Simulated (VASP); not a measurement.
VASP runs on Rh (fcc) share one base input (PBE GGA, plane waves, VASP's PBE PAW potentials (set 64)) and change the settings named in each case.

### POSCAR
```
Rh
2.7407460
  0.0000000000   0.7071067512   0.7071067512
  0.7071067512   0.0000000000   0.7071067512
  0.7071067512   0.7071067512   0.0000000000
Rh
1
Cartesian
  0.0000000000   0.0000000000   0.0000000000
```

File KPOINTS:
```
Automatic mesh
0
Gamma
15 15 15
0 0 0
```

### INCAR
```
# general
SYSTEM  = Rh
PREC    = Accurate
ENCUT   = 400   # plane-wave cut-off (eV)
LREAL   = .FALSE.
LASPH   = .TRUE.

# electronic loop
EDIFF   = 1E-6
NELM    = 100   # most electronic steps
ALGO    = Normal   # blocked Davidson
LMAXMIX = 4   # l cut-off of mixed one-centre charges

# smearing
ISMEAR  = 1   # Methfessel-Paxton
SIGMA   = 0.1   # width (eV)

# functional
GGA     = PE   # PBE

# ions
ISIF    = 2

# output
LWAVE   = .FALSE.
LCHARG  = .FALSE.
```

POTCAR, in this order: Rh_pv (PBE.64 set). Program: vasp_std.

| change | E(σ→0) (eV/atom) | pressure (GPa) | −TS (eV) |
|---|---|---|---|
| base run | -7.2430 | -9.69 | -0.0001 |
| GGA removed, LMIXTAU = .TRUE., METAGGA = R2SCAN | -24.1023 | -14.63 | 0.0002 |
| GGA = PS | -8.0725 | -19.60 | -0.0003 |
| GGA = 91 | -7.2553 | -8.49 | -0.0001 |
| GGA = RP | -6.6105 | -5.24 | -0.0001 |
| GGA removed, LMIXTAU = .TRUE., METAGGA = TPSS | -15.8099 | -13.25 | 0.0001 |
| IVDW = 11 | -7.7822 | (withheld) | -0.0001 |

Task: Complete the blanks.

Result: 
- IVDW = 11, pressure (GPa): -16.97

Energies of different potentials or functionals have different zeros.

Left out are runs that ran out of time, are held back, or changed the cell or the kind of run, fixed moments of cells without a moment, rows past the twelfth, gaps on odd meshes, pressures of charged cells and columns that move by less than the noise.

The compound is Rh in the fcc structure. The cell was not relaxed at this level.
